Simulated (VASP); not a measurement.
Here is the system:

```yaml
crystal:
  lattice:
    - [3.36822, 0.00000, 0.00000]
    - [-1.68411, 2.91697, 0.00000]
    - [0.00000, 0.00000, 5.77781]
  atoms:
    - { symbol: Mg, position: [0.00000, 0.00000, 0.00000] }
    - { symbol: Al, position: [0.66667, 0.33333, 0.35037] }
    - { symbol: Al, position: [0.33333, 0.66667, 0.64963] }
    - { symbol: C, position: [0.33333, 0.66667, 0.27032] }
    - { symbol: C, position: [0.66667, 0.33333, 0.72968] }
```

Calculation: r2SCAN meta-GGA, VASP's PBE PAW potentials (set 64) (plane waves; VASP). Settings: 520 eV cut-off, 9×9×5 Γ-centred mesh, tetrahedra with Blöchl corrections, potentials Mg Al C.

The cores are frozen, which limits the accuracy of field gradients.

Task: Give the principal components of the electric field gradient (V/Å²) and the asymmetry η at each nucleus.

Result: 
```tsv
atom	Vxx	Vyy	Vzz	η
Mg1	1.7	1.7	-3.4	0.00
Al2	-12.2	-12.2	24.4	0.00
Al3	-12.2	-12.2	24.4	0.00
C4	-5.1	-5.1	10.1	0.00
C5	-5.1	-5.1	10.1	0.00
```

The structure comes from a computed database's Al2MgC2 entry (P-3m1); how it stands against other phases isn't given here. It was relaxed first.
